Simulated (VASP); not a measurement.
Consider the following.

```xyz
2
Lattice="0.0000 2.2672 2.2672 2.2672 0.0000 2.2672 2.2672 2.2672 0.0000" Properties=species:S:1:pos:R:3 pbc="T T T"
Hf     0.0000     0.0000     0.0000
N      2.2672     2.2672     2.2672
```

Computed with PBE GGA, VASP's PBE PAW potentials (set 64) (plane waves; VASP). Settings: 620 eV cut-off, 14×14×14 Γ-centred mesh, first-order Methfessel-Paxton smearing of 0.10 eV, potentials Hf_pv N.

Unless said otherwise, spin-orbit coupling is left out, though it shifts the bands of the heavy elements here.

### Question
Estimate the energy per atom (σ→0), band gap (on the k-mesh) with the smallest direct gap where there is one.

### Answer

```
Property                                                     Value
------------------------  ----------------------------------------
band gap (on the k-mesh)  none (metal, semimetal or under 0.01 eV)
energy per atom (σ→0)                              -10878 meV/atom
```

The compound is HfN in the rock salt structure. It was relaxed first. The electron count is odd and the run is not spin-polarised, which forces a metal.
